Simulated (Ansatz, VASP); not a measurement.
# PbSe2: VASP beside Ansatz, part 2 of 2

Aim: how closely do two programs agree when they are given the same cell, functional and k mesh? The cell is generated by rule, not measured, and may not be a known phase. The cell is taken from a series of runs on this material, whose earlier steps may have relaxed, scaled, displaced or heated it; both programs get it as it stands.

VASP 6.6.1 and Ansatz 0.2.0.

So far: Set-up; VASP: zone-centre phonons, PBEsol.

### 2. VASP: zone-centre phonons, PBEsol (continued)

Level of this step: PBEsol; plane waves and PAW (Pb_d, Se); invented cell (VASP).

Numbers of over 12 decimals in the logs are rounded to 6 here.

Parts of OUTCAR (step 2):

```text
ion  position               nearest neighbor table
   1  0.000  0.000  0.000-   5 2.79   6 2.79   5 2.79   6 2.79   3 2.82   4 2.82
   2  0.500  0.500  0.500-   3 2.79   4 2.79   3 2.79   4 2.79   5 2.82   6 2.82
   3  0.303  0.303  0.000-   2 2.79   2 2.79   1 2.82
   4  0.697  0.697  0.000-   2 2.79   2 2.79   1 2.82
   5  0.803  0.197  0.500-   1 2.79   1 2.79   2 2.82
   6  0.197  0.803  0.500-   1 2.79   1 2.79   2 2.82

  LATTYP: Found a simple tetragonal cell.
 ALAT       =     6.5939545271
 C/A-ratio  =     0.6355091292

 Subroutine GETGRP returns: Found 16 space group operations
 (whereof  8 operations were pure point group operations)

The static configuration has the point symmetry D_2h.
 The point group associated with its full space group is D_4h.

 Found     50 irreducible k-points:

   k-points           NKPTS =     50   k-points in BZ     NKDIM =     50   number of bands    NBANDS=     32

   dimension x,y,z NGX =    48 NGY =   48 NGZ =   32
   dimension x,y,z NGXF=    96 NGYF=   96 NGZF=   64

   ENCUT  =  500.0 eV  36.75 Ry    6.06 a.u.  12.02 12.02  7.64*2*pi/ulx,y,z

   NELECT =      52.0000    total number of electrons

 k-points in reciprocal lattice and weights: Automatic mesh
   0.00000000  0.00000000  0.00000000       0.003
   0.16666667  0.00000000  0.00000000       0.014
   0.33333333  0.00000000  0.00000000       0.014
   0.50000000  0.00000000  0.00000000       0.007
   0.16666667  0.16666667  0.00000000       0.014
   0.33333333  0.16666667  0.00000000       0.028
   0.50000000  0.16666667  0.00000000       0.014
   0.33333333  0.33333333  0.00000000       0.014
   0.50000000  0.33333333  0.00000000       0.014
[...]
0.50000000  0.33333333  0.50000000       0.014
   0.50000000  0.50000000  0.50000000       0.003

 average (electrostatic) potential at core
       1 -94.1734       2 -94.1734       3 -54.8080       4 -54.8080       5 -54.8080
       6 -54.8080

[...]
3.29698      3.29698      2.09526         0.000000      0.000000      0.000000
      1.99690      1.99690      0.00000        -0.003494     -0.003494      0.000000
      4.59705      4.59705      0.00000         0.003494      0.003494     -0.000000
      5.29388      1.30008      2.09526        -0.003494      0.003494     -0.000000
      1.30008      5.29388      2.09526         0.003494     -0.003494      0.000000
 -----------------------------------------------------------------------------------
    total drift:                                0.000000     -0.000000     -0.000000

 Eigenvectors and eigenvalues of the dynamical matrix
 ----------------------------------------------------

   1 f  =    4.926556 THz    30.954464 2PiTHz  164.332219 cm-1    20.374589 meV
             X         Y         Z           dx          dy          dz
      0.000000  0.000000  0.000000     0.000000   -0.000000    0.000000
      3.296977  3.296977  2.095259     0.000000    0.000000   -0.000000
      1.996901  1.996901  0.000000    -0.353553   -0.353553    0.000000
      4.597054  4.597054  0.000000     0.353553    0.353553    0.000000
      5.293878  1.300076  2.095259     0.353553   -0.353553    0.000000
      1.300076  5.293878  2.095259    -0.353553    0.353553   -0.000000

   2 f  =    4.622185 THz    29.042047 2PiTHz  154.179508 cm-1    19.115814 meV
             X         Y         Z           dx          dy          dz
      0.000000  0.000000  0.000000     0.000000   -0.000000    0.000000
      3.296977  3.296977  2.095259     0.000000   -0.000000   -0.000000
      1.996901  1.996901  0.000000     0.353553    0.353553    0.000000
      4.597054  4.597054  0.000000    -0.353553   -0.353553    0.000000
      5.293878  1.300076  2.095259     0.353553   -0.353553   -0.000000
      1.300076  5.293878  2.095259    -0.353553    0.353553   -0.000000

   3 f  =    4.603630 THz    28.925458 2PiTHz  153.560557 cm-1    19.039074 meV
             X         Y         Z           dx          dy          dz
      0.000000  0.000000  0.000000     0.000000   -0.000000    0.363193
      3.296977  3.296977  2.095259     0.000000   -0.000000   -0.363193
      1.996901  1.996901  0.000000    -0.000000   -0.000000    0.429005
      4.597054  4.597054  0.000000     0.000000    0.000000    0.429005
      5.293878  1.300076  2.095259    -0.000000    0.000000   -0.429005
      1.300076  5.293878  2.095259     0.000000   -0.000000   -0.429005

   4 f  =    4.532137 THz    28.476255 2PiTHz  151.175808 cm-1    18.743403 meV
             X         Y         Z           dx          dy          dz
      0.000000  0.000000  0.000000     0.174520   -0.314829   -0.000000
      3.296977  3.296977  2.095259    -0.211517   -0.336748    0.000000
      1.996901  1.996901  0.000000     0.342900    0.283183   -0.000000
      4.597054  4.597054  0.000000     0.342900    0.283183   -0.000000
      5.293878  1.300076  2.095259    -0.312856    0.245950    0.000000
      1.300076  5.293878  2.095259    -0.312856    0.245950    0.000000

   5 f  =    4.532137 THz    28.476255 2PiTHz  151.175808 cm-1    18.743403 meV
             X         Y         Z           dx          dy          dz
      0.000000  0.000000  0.000000     0.336748   -0.211517   -0.000000
      3.296977  3.296977  2.095259     0.314829    0.174520    0.000000
      1.996901  1.996901  0.000000    -0.245950   -0.312856   -0.000000
      4.597054  4.597054  0.000000    -0.245950   -0.312856    0.000000
      5.293878  1.300076  2.095259    -0.283183    0.342900    0.000000
      1.300076  5.293878  2.095259    -0.283183    0.342900    0.000000

   6 f  =    4.058334 THz    25.499264 2PiTHz  135.371447 cm-1    16.783913 meV
             X         Y         Z           dx          dy          dz
      0.000000  0.000000  0.000000    -0.000000    0.000000   -0.465065
      3.296977  3.296977  2.095259    -0.000000    0.000000   -0.465065
      1.996901  1.996901  0.000000    -0.000000   -0.000000    0.376640
      4.597054  4.597054  0.000000    -0.000000    0.000000    0.376640
      5.293878  1.300076  2.095259    -0.000000    0.000000    0.376640
      1.300076  5.293878  2.095259     0.000000   -0.000000    0.376640

   7 f  =    3.281135 THz    20.615981 2PiTHz  109.446894 cm-1    13.569679 meV
             X         Y         Z           dx          dy          dz
      0.000000  0.000000  0.000000    -0.000000   -0.000000    0.000000
      3.296977  3.296977  2.095259     0.000000    0.000000    0.000000
      1.996901  1.996901  0.000000     0.000000   -0.000000    0.707107
      4.597054  4.597054  0.000000    -0.000000    0.000000   -0.707107
      5.293878  1.300076  2.095259    -0.000000   -0.000000   -0.000009
      1.300076  5.293878  2.095259    -0.000000   -0.000000    0.000009

   8 f  =    3.281135 THz    20.615981 2PiTHz  109.446894 cm-1    13.569679 meV
             X         Y         Z           dx          dy          dz
      0.000000  0.000000  0.000000    -0.000000   -0.000000   -0.000000
      3.296977  3.296977  2.095259    -0.000000    0.000000   -0.000000
      1.996901  1.996901  0.000000     0.000000    0.000000    0.000009
      4.597054  4.597054  0.000000    -0.000000    0.000000   -0.000009
      5.293878  1.300076  2.095259    -0.000000   -0.000000    0.707107
      1.300076  5.293878  2.095259    -0.000000   -0.000000   -0.707107

   9 f  =    2.616297 THz    16.438676 2PiTHz   87.270258 cm-1    10.820128 meV
             X         Y         Z           dx          dy          dz
      0.000000  0.000000  0.000000     0.678088    0.239974   -0.000000
      3.296977  3.296977  2.095259    -0.640384   -0.088742   -0.000000
      1.996901  1.996901  0.000000    -0.122356   -0.087893    0.000000
      4.597054  4.597054  0.000000    -0.122356   -0.087893   -0.000000
      5.293878  1.300076  2.095259     0.091844   -0.034490    0.000000
      1.300076  5.293878  2.095259     0.091844   -0.034490   -0.000000

  10 f  =    2.616297 THz    16.438676 2PiTHz   87.270258 cm-1    10.820128 meV
             X         Y         Z           dx          dy          dz
      0.000000  0.000000  0.000000     0.088742   -0.640384    0.000000
      3.296977  3.296977  2.095259    -0.239974    0.678088   -0.000000
      1.996901  1.996901  0.000000     0.034490    0.091844    0.000000
      4.597054  4.597054  0.000000     0.034490    0.091844    0.000000
      5.293878  1.300076  2.095259     0.087893   -0.122356   -0.000000
      1.300076  5.293878  2.095259     0.087893   -0.122356    0.000000

  11 f  =    0.007756 THz     0.048733 2PiTHz    0.258714 cm-1     0.032076 meV
             X         Y         Z           dx          dy          dz
      0.000000  0.000000  0.000000     0.291563    0.444069    0.000000
      3.296977  3.296977  2.095259     0.292172    0.444469    0.000000
      1.996901  1.996901  0.000000     0.179488    0.274553    0.000000
      4.597054  4.597054  0.000000     0.179488    0.274553    0.000000
      5.293878  1.300076  2.095259     0.182592    0.276591    0.000000
      1.300076  5.293878  2.095259     0.182592    0.276591    0.000000

  12 f  =    0.007756 THz     0.048733 2PiTHz    0.258714 cm-1     0.032076 meV
             X         Y         Z           dx          dy          dz
      0.000000  0.000000  0.000000     0.444469   -0.292172    0.000000
      3.296977  3.296977  2.095259     0.444069   -0.291563    0.000000
      1.996901  1.996901  0.000000     0.276591   -0.182592    0.000000
      4.597054  4.597054  0.000000     0.276591   -0.182592    0.000000
      5.293878  1.300076  2.095259     0.274553   -0.179488    0.000000
      1.300076  5.293878  2.095259     0.274553   -0.179488    0.000000

  13 f/i=    0.000227 THz     0.001423 2PiTHz    0.007556 cm-1     0.000937 meV
             X         Y         Z           dx          dy          dz
      0.000000  0.000000  0.000000    -0.000000   -0.000000    0.532649
      3.296977  3.296977  2.095259    -0.000000   -0.000000    0.532649
      1.996901  1.996901  0.000000    -0.000000   -0.000000    0.328851
      4.597054  4.597054  0.000000    -0.000000   -0.000000    0.328851
      5.293878  1.300076  2.095259    -0.000000   -0.000000    0.328851
      1.300076  5.293878  2.095259    -0.000000   -0.000000    0.328851
    [... 43 further lines ...]
      5.293878  1.300076  2.095259    -0.353553   -0.353553    0.000000
      1.300076  5.293878  2.095259     0.353553    0.353553    0.000000

 ELASTIC MODULI CONTR FROM IONIC RELAXATION (kBar)
 Direction    XX          YY          ZZ          XY          YZ          ZX
 --------------------------------------------------------------------------------
 XX          -3.9131     -3.9131    -13.1249     -0.0000     -0.0000     -0.0000
 YY          -3.9131     -3.9131    -13.1249     -0.0000     -0.0000     -0.0000
 ZZ         -13.1249    -13.1249    -44.0219     -0.0000     -0.0000     -0.0000
 XY           0.0000     -0.0000     -0.0000     -2.1792      0.0000      0.0000
 YZ          -0.0000     -0.0000     -0.0000      0.0000    -67.6907     -0.0000
 ZX          -0.0000     -0.0000     -0.0000      0.0000     -0.0000    -37.1800
 --------------------------------------------------------------------------------
```

### 3. Ansatz: zone-centre phonons, PBEsol

Ansatz runs on its default PAW (the set named soft_2) files.

The same cell, functional, mesh and smearing now go to Ansatz, which takes its cutoff from its data sets.

Input file input.yaml:

```yaml
crystal:
  lattice:
    - [6.5939545271, 0.0, 0.0]
    - [0.0, 6.5939545271, 0.0]
    - [0.0, 0.0, 4.1905182995]
  atoms:
    - { symbol: Pb, position: [0.0, 0.0, 0.0] }
    - { symbol: Pb, position: [0.5, 0.5, 0.5] }
    - { symbol: Se, position: [0.3028381319, 0.3028381319, 0.0] }
    - { symbol: Se, position: [0.6971618681, 0.6971618681, 0.0] }
    - { symbol: Se, position: [0.8028381319, 0.1971618681, 0.5] }
    - { symbol: Se, position: [0.1971618681, 0.8028381319, 0.5] }
kpoints:
  mp_grid: { grid: [6, 6, 8] }
hamiltonian:
  xc: pbesol
scf:
  occupations: { method: methfessel_paxton, width: 0.2 }
output:
  eigenvalues: true
phonons:
  method: dfpt
```

Launch:

```sh
> ansatz run input.yaml --threads 8 --pin off --max-ram 14336MiB --backend cpu --events-out ev --progress --plain --runs-dir out
```

What it wrote:

```text
zone centre: on kpoints.mp_grid the ground state, and the responses unless they are solved on pairs of k-points, stand on 100 of the mesh's 288 k-points, reduced under 2 symmetry operations, with k and −k counted as one. Each operation leaves every solved displacement unchanged or reverses it
Engine: ansatz 0.2.0, aarch64-unknown-linux-gnu
Pseudopotentials: kind: paw
Pseudopotential: Pb, paw, valence charge 14, recommended cutoff 420 eV (normal), Pb.paw.azcp
Pseudopotential: Se, paw, valence charge 16, recommended cutoff 420 eV (normal), Se.paw.azcp
Functional definition: PBEsol
  exchange = pbesol_x
  correlation = pbesol_c
Crystal: 6 atoms, lattice volume = 182.205 Å³
Basis set: ecut = 420 eV, 3511 PW (Γ), exchange–correlation on 96×96×60 points (8 copies of the dense FFT grid, shifted against one another)
Bands: 56, of which v1, the nominal top of the filled ones, is band 46 counted from 1 (45 counted from 0)
Symmetry: 16 space group operations
k-points: 100 of 288 (irreducible under 2 space group operations, time reversal used)
Non-local potential: Pb, projectors of the file, l = 0: 2, l = 1: 2, l = 2: 2, l = 3: 2
Non-local potential: Se, projectors of the file, l = 0: 2, l = 1: 2, l = 2: 3, l = 3: 1
PAW form: soft (Blöchl's): semilocal exchange-correlation on the pseudo side does not see the compensation charge
PAW frozen core: Pb, regenerated for the run's functional, and the local potential with it (the file was generated under x = pbe(κ = 0.804, μ = 0.219515), c = pbe(β = 0.066725))
PAW frozen core: Se, regenerated for the run's functional, and the local potential with it (the file was generated under x = pbe(κ = 0.804, μ = 0.219515), c = pbe(β = 0.066725))
PAW one-centre angular grid: Pb, 590 points (default); XC on 64 Gauss nodes
PAW one-centre angular grid: Se, 590 points (default); XC on 64 Gauss nodes
Initial density: superposition of atomic densities (neutral atoms: chi_scale 0, normalization atom), corrected by the library's trained network
Initial wavefunctions: pseudopotential atomic-orbital guess
Functional: x = pbesol(κ = 0.804, μ = 0.123457), c = pbesol(β = 0.046)
SCF iter   1: F=—  HF=-45205.831396 eV  |F-HF|=—  |Δ(HF+E_count)|=         —  Δρ=2.22e-3  dr2=1.05e-2  ethr=1.77e-3  ⟨swp⟩=7.2  Hψ=22700  notcnv=0  defer=1
preconditioner: auto → LDOS  [metal: Δε(μ)=0.019 eV  Ē_g=13.956 eV  σ=0.200 eV  W_gap=0.08  n_scr=46 (ndim 8)  ℏωp=19.8 eV  f_vac=0.123  D(μ)=3.94/eV (n_scr^D=22)  β→1.0]
SCF iter   2: F=—  HF=-45205.827962 eV  |F-HF|=—  |Δ(HF+E_count)|=   3.43e-3  S|Δr|=    0.00e0  Δρ=1.08e-3  dr2=1.60e-3  ethr=1.14e-5  ⟨swp⟩=2.0  Hψ=11119  notcnv=0  defer=1
SCF iter   3: F=—  HF=-45205.827140 eV  |F-HF|=—  |Δ(HF+E_count)|=   8.22e-4  S|Δr|=    0.00e0  Δρ=2.77e-4  dr2=2.00e-4  ethr=1.74e-6  ⟨swp⟩=2.0  Hψ=9927  notcnv=0  defer=1
SCF iter   4: F=—  HF=-45205.827048 eV  |F-HF|=—  |Δ(HF+E_count)|=   9.21e-5  S|Δr|=    0.00e0  Δρ=8.82e-5  dr2=1.58e-5  ethr=2.18e-7  ⟨swp⟩=2.0  Hψ=9925  notcnv=0  defer=1
SCF iter   5: F=—  HF=-45205.827049 eV  |F-HF|=—  |Δ(HF+E_count)|=   7.42e-7  S|Δr|=    0.00e0  Δρ=2.38e-5  dr2=1.60e-6  ethr=1.72e-8  ⟨swp⟩=2.3  Hψ=7879  notcnv=0  defer=1
SCF iter   6: F=—  HF=-45205.827048 eV  |F-HF|=—  |Δ(HF+E_count)|=   8.44e-7  S|Δr|=    0.00e0  Δρ=5.75e-6  dr2=4.78e-8  ethr=1.74e-9  ⟨swp⟩=2.0  Hψ=9931  notcnv=0  defer=1
SCF iter   7: F=—  HF=-45205.827048 eV  |F-HF|=—  |Δ(HF+E_count)|=   8.21e-8  S|Δr|=    0.00e0  Δρ=1.22e-6  dr2=2.42e-9  ethr=5.19e-11  ⟨swp⟩=2.0  Hψ=9944  notcnv=0  defer=1
SCF iter   8: F=—  HF=-45205.827048 eV  |F-HF|=—  |Δ(HF+E_count)|=   1.08e-9  S|Δr|=    0.00e0  Δρ=4.13e-7  dr2=3.74e-10  ethr=2.63e-12  ⟨swp⟩=2.0  Hψ=9970  notcnv=0  defer=1
SCF iter   9: F=—  HF=-45205.827048 eV  |F-HF|=—  |Δ(HF+E_count)|=  5.09e-11  S|Δr|=    0.00e0  Δρ=1.11e-7  dr2=2.50e-11  ethr=1.00e-12  ⟨swp⟩=3.0  Hψ=10189  notcnv=0  defer=1
SCF iter  10: F=-45205.827048 eV  HF=-45205.827048 eV  |F-HF|=0.00e0  |Δ(HF+E_count)|=  2.18e-11  S|Δr|=    0.00e0  Δρ=2.67e-8  dr2=7.54e-13  ethr=1.00e-12  ⟨swp⟩=11.3  Hψ=28945  notcnv=0
SCF 1 converged in 10 iterations: F = -45205.827048 eV  dr2 = 7.54e-13
  greatest PAW one-centre occupation: 1.000 electrons in one spin orbital (limit 2), on the Se atom at site 3 (counted from 0), in its partial waves of l = 2
DFPT response loops at Γ: preconditioner auto → Kerker (q_TF=auto, 2.435 Å⁻¹) (partly filled bands, converged f_vac=0.117); β = 1.00, the filter's whole step (`scf.mixing.beta` (0.50) is not read by the response loops under this deck's `scf.mixing.preconditioner`; to damp them name `kerker` or `kerker_dos`, under which they read `scf.mixing.beta`, and type it under 1.00, their step now; both keys bind the ground state too); Broyden in place of MSR1
SCF converged after 10 iterations
Stability not checked: this state was not tested for a lower state beside it, because cold or Methfessel-Paxton smearing, or corrected tetrahedra, fill the levels in a way that the test cannot read (fill_not_monotonic; see scf.lower_state_search)
Free energy (F): -45205.827048 eV
Harris-Foulkes:  -45205.827048 eV  (|F-HF|=0.00e0)
Internal energy: -45205.835911 eV  (E = F + TS)
E sigma→0 (E₀):  -45205.829264 eV
Entropy (-TS):   0.008863 eV (1.477 meV/atom)
Fermi energy:    6.418547 eV
Step filling:    the computed levels leave a gap of 0.0013 eV = 0.0 smearing widths at the electron count; against every level under it full and every level over it empty, smearing changes F+E_penalty+E_count by +2.293 meV and its σ→0 estimate by +0.077 meV
--- Per-component energies (eV) ---
  E_band       = -1784.078012
  E_kinetic    = 1051.649116
  E_local      = -13052.835496  (includes V_loc(G=0)·N_el)
  E_nonlocal   = -1663.020776
  E_hartree    = 6172.456803
  E_xc         = -845.465866
  E_vxc        = -650.658983  (∫ρ·V_xc dr)
  E_paw        = -27991.775388  (= ΣΔE_a)
  E_vpaw       = 185.876788  (= ΣTr[D̂ρ^β])
  E_aug_tail   = -0.002231  (compensation charges beyond the density's cutoff)
  E_ewald      = -8881.000107
  E_core_change = 4.158035  (= ΣΔE_core)
  E_smearing   = 0.008863  (= −TS)
  E_closure    = 0.000000  (closes the sum)
  Σ components = -45205.827048   (vs F -45205.827048, Δ=0.00e0)
--- Band table (eV; the first three rows and the last of 100) ---
  k-point 0: bands = [... 42 lower, 5.8039, 5.8039, 6.2818, 6.2818, 6.9054, 7.3235, 8.9596, 8.9596, ... 6 higher]
  k-point 1: bands = [... 42 lower, 5.1478, 6.1207, 6.3077, 6.3077, 6.7828, 7.6818, 9.6591, 9.6591, ... 6 higher]
  k-point 2: bands = [... 42 lower, 4.4635, 6.1236, 6.1236, 6.4360, 6.4678, 7.9566, 10.3631, 10.8224, ... 6 higher]
  k-point 99: bands = [... 42 lower, 5.8940, 5.8940, 6.0128, 6.0128, 6.4469, 6.4469, 11.2082, 11.2082, ... 6 higher]
--- Phonons (Γ-DFPT): 4 representative perturbations + reference, on 100 of 288 k-points (Σ response iterations 13) ---
  k mesh reduced under 2 symmetry operations, with k and −k counted as one. Each operation leaves every solved displacement unchanged or reverses it
  ASR residual: 6.681e-5 → 0.000e0 eV/Å²; symmetrization residual: 3.203e-5 eV/Å²
  ASR residual per site (eV/Å²): 6.68e-5 6.68e-5 3.68e-5 3.68e-5 3.68e-5 3.68e-5
  Γ frequencies (cm⁻¹): -73.96 -67.81 -67.81 -46.79 -12.34 0.00 0.00 0.00 87.30 87.30 108.68 108.68 134.68 150.36 150.36 153.09 153.64 163.66
  non-analytic LO–TO correction: not included (Born effective charges unavailable; polar crystals: no LO–TO splitting at Γ)
```

The column dr2 measures how far the density is from self-consistency, as an energy; F and HF (Harris–Foulkes) agree once it is small.

### 4. Side by side

Known differences besides the potentials themselves: the data sets hold 92 valence electrons in Ansatz (on its default PAW (the set named soft_2) files) and 52 in VASP; the cutoff is 420 eV in Ansatz and 500 eV in VASP; Ansatz makes its cores anew for this functional, VASP keeps those of its PBE data sets. Total energies have different zeros and are not compared.

Compared:

| quantity | Ansatz | VASP | difference |
| --- | --- | --- | --- |
| optical mode 1 (imaginary, printed as negative) (cm⁻¹) | -74.0 | -73.3 | -0.7 |
| optical mode 2 to 3 (imaginary, printed as negative) (cm⁻¹) | -67.8 | -67.5 | -0.3 |
| optical mode 4 (imaginary, printed as negative) (cm⁻¹) | -46.8 | -45.3 | -1.5 |
| optical mode 5 (imaginary, printed as negative) (cm⁻¹) | -12.3 | -11.6 | -0.7 |
| optical mode 6 to 7 (cm⁻¹) | 87.3 | 87.3 | +0.03 % |
| optical mode 8 to 9 (cm⁻¹) | 108.7 | 109.4 | -0.70 % |
| optical mode 10 (cm⁻¹) | 134.7 | 135.4 | -0.51 % |
| optical mode 11 to 12 (cm⁻¹) | 150.4 | 151.2 | -0.54 % |
| optical mode 13 (cm⁻¹) | 153.1 | 153.6 | -0.31 % |
| optical mode 14 (cm⁻¹) | 153.6 | 154.2 | -0.35 % |
| optical mode 15 (cm⁻¹) | 163.7 | 164.3 | -0.41 % |

Modes are paired by rising frequency, not by their patterns, so a pair may set unlike modes beside each other; they are those without the splitting of longitudinal modes.

### 5. Results

```yaml
r_m_s_difference_of_the_optical_zone_centre_modes_each_program_s_sorted_by_frequency_zone_centre_phonons_pbesol: 0.70 cm⁻¹
difference_in_optical_mode_8_to_9_zone_centre_phonons_pbesol: -0.7 %
```

The r.m.s. difference of the optical zone-centre modes, each program's sorted by frequency is 0.70 cm⁻¹ (zone-centre phonons, PBEsol). The data sets hold unlike numbers of valence electrons (92 in Ansatz and 52 in VASP), so part of the differences comes from the potentials. Among the rows given in per cent, the largest difference of the zone-centre phonons, PBEsol pair is in optical mode 8 to 9, -0.7 %. How closely two codes agree says nothing of how well the functional describes the real material.

[Lines on the potential files, build, host, timing and source positions are cut from VASP's logs without a mark.]

[Logs are printed without paths, hosts, clocks, repeated set-up lines and the standing remarks that a program may print on its own settings, such as how far it seeks lower states.]

[Hosts, paths, dates, database ids (printed as entryN), source tags and the programs' standing remarks are cut or masked in the printed files.]
